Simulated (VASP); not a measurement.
OSZICAR of a VASP run on AgNO3 (space group R3m):

OSZICAR:
```
       N       E                     dE             d eps       ncg     rms          rms(c)
DAV:   1     0.201758464517E+03    0.20176E+03   -0.16320E+04  1408   0.125E+03
DAV:   2    -0.208613959434E+02   -0.22262E+03   -0.21258E+03  1540   0.323E+02
DAV:   3    -0.332800183852E+02   -0.12419E+02   -0.12324E+02  1534   0.835E+01
DAV:   4    -0.334235292080E+02   -0.14351E+00   -0.14332E+00  1630   0.911E+00
DAV:   5    -0.334270747998E+02   -0.35456E-02   -0.35452E-02  1564   0.140E+00    0.120E+01
DAV:   6    -0.309660422353E+02    0.24610E+01   -0.10119E+01  1384   0.258E+01    0.554E+00
DAV:   7    -0.308558918099E+02    0.11015E+00   -0.72838E-01  1564   0.703E+00    0.336E+00
DAV:   8    -0.308019597428E+02    0.53932E-01   -0.16653E-01  1603   0.312E+00    0.753E-01
DAV:   9    -0.307973362907E+02    0.46235E-02   -0.22256E-02  1594   0.134E+00    0.272E-01
DAV:  10    -0.307973061905E+02    0.30100E-04   -0.23590E-03  1594   0.434E-01    0.578E-02
DAV:  11    -0.307973071266E+02   -0.93606E-06   -0.14151E-04  1584   0.107E-01    0.220E-02
DAV:  12    -0.307973080331E+02   -0.90647E-06   -0.27697E-05  1624   0.416E-02    0.857E-03
DAV:  13    -0.307973086057E+02   -0.57262E-06   -0.22310E-06  1264   0.183E-02
   1 F= -.30797309E+02 E0= -.30797309E+02  d E =-.578859E-15
```

Q: Which electronic solver shows in the log?

A: It is blocked Davidson (ALGO = Normal, or the opening steps of other solvers). The INCAR had ALGO = Normal.

Q: Can the final energy be trusted as converged?

A: The run converged. It stopped with EDIFF = 1E-6, NELM = 100 (LDA (Ceperley-Alder, Perdew-Zunger), plane waves, VASP's LDA PAW potentials (set 64)).

The structure comes from a computed database's AgNO3 entry (R3m); how it stands against other phases isn't given here. The cell was not relaxed at this level. The run is one of a series of settings (GGA removed, POTCAR Ag N O (LDA.64 set) against the base run), some of them coarse on purpose.
